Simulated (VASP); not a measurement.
Data:

```yaml
crystal:
  lattice:
    - [4.93640, 0.00000, 0.00000]
    - [0.00000, 4.93640, 0.00000]
    - [0.00000, 0.00000, 4.93640]
  atoms:
    - { symbol: Sr, position: [0.00000, 0.00000, 0.00000] }
    - { symbol: Pb, position: [0.00000, 0.50000, 0.50000] }
    - { symbol: Pb, position: [0.50000, 0.00000, 0.50000] }
    - { symbol: Pb, position: [0.50000, 0.50000, 0.00000] }
```

Method: PBEsol GGA, VASP's PBE PAW potentials (set 64) (plane waves; VASP). Settings: 400 eV cut-off, Gaussian smearing of 0.050 eV, potentials Sr_sv Pb_d.

Q: Give the energies of bands 21 to 30 at the high-symmetry points, in eV from the Fermi level.

A: 
| band | Γ | X | M | R |
|---|---|---|---|---|
| 21 | -6.90 | -9.11 | -8.52 | -8.36 |
| 22 | -6.90 | -6.68 | -8.52 | -8.36 |
| 23 | -2.49 | -2.00 | -3.86 | -4.33 |
| 24 | -2.49 | -2.00 | -1.16 | -2.92 |
| 25 | -2.49 | -1.01 | -0.66 | -2.92 |
| 26 | 1.88 | -0.50 | -0.66 | -2.92 |
| 27 | 1.88 | 0.19 | 0.36 | 1.94 |
| 28 | 1.88 | 0.19 | 0.38 | 4.29 |
| 29 | 2.18 | 0.91 | 0.38 | 4.29 |
| 30 | 2.62 | 3.11 | 3.15 | 4.53 |

It has no gap at this level: it comes out as a metal or semimetal.

The structure comes from a computed database's SrPb3 entry (Pm-3m); how it stands against other phases isn't given here. It was relaxed first.
